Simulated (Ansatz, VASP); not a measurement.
Hg3BiP: VASP beside Ansatz

The input INCAR:

```
  PREC = Accurate
  ENCUT = 520
  EDIFF = 1E-6
  ISMEAR = 0
  SIGMA = 0.05
  LREAL = False
  LASPH = True
  NELM = 100
  ALGO = Fast
  ISIF = 2
  LWAVE = False
  LCHARG = True
  LELF = True
  LVHAR = True
  NBANDS = 36
```

File KPOINTS:

```
regular mesh
0
Gamma
  4 4 4
```

Contents of POSCAR:

```
Hg3BiP
1.0
    5.4369873510      0.0000000000      0.0000000000
    0.0000000000      5.4369873510      0.0000000000
    0.0000000000      0.0000000000      5.4369873510
Bi P Hg
1 1 3
Direct
    0.0000000000      0.0000000000      0.0000000000
    0.5000000000      0.5000000000      0.5000000000
    0.5000000000      0.5000000000      0.0000000000
    0.5000000000      0.0000000000      0.5000000000
    0.0000000000      0.5000000000      0.5000000000
```

Input for Ansatz:

```yaml
crystal:
  lattice:
    - [5.436987351, 0.0, 0.0]
    - [0.0, 5.436987351, 0.0]
    - [0.0, 0.0, 5.436987351]
  atoms:
    - { symbol: Bi, position: [0.0, 0.0, 0.0] }
    - { symbol: P, position: [0.5, 0.5, 0.5] }
    - { symbol: Hg, position: [0.5, 0.5, 0.0] }
    - { symbol: Hg, position: [0.5, 0.0, 0.5] }
    - { symbol: Hg, position: [0.0, 0.5, 0.5] }
basis:
  ecutwfc: 420
kpoints:
  mp_grid: { grid: [4, 4, 4] }
hamiltonian:
  xc: lda
scf:
  occupations: { method: gaussian, width: 0.05 }
output:
  forces: true
  stress: true
  eigenvalues: true
```

The cell comes from a database or a generator and needn't be the stable form of this composition.

Alike in both runs: task single point; functional LDA; k mesh 4 × 4 × 4; occupations gaussian, width 0.05 eV; no spin polarisation.

|  | VASP | Ansatz |
| --- | --- | --- |
| version | VASP 6.6.1 | Ansatz 0.2.0 |
| potentials or method | VASP PAW LDA potentials, release 64 (Bi_d, P, Hg) | scalar-relativistic, plane waves, PAW |
| plane-wave cutoff (eV) | 520 | 420 |
| valence electrons in the cell | 56 | 80 |

|  | VASP | Ansatz | Ansatz less VASP |
| --- | --- | --- | --- |
| gap on the k mesh at the Fermi level (eV) | none | none | - |
| pressure (GPa) | -7.4 | -7.6 | -0.15 |

A gap of «none» marks a metal or a gap that the smearing closes. The two sets of potentials don't hold the same shells in valence.

Caveats: spin-orbit coupling is left out, which moves the levels of the heavy elements.
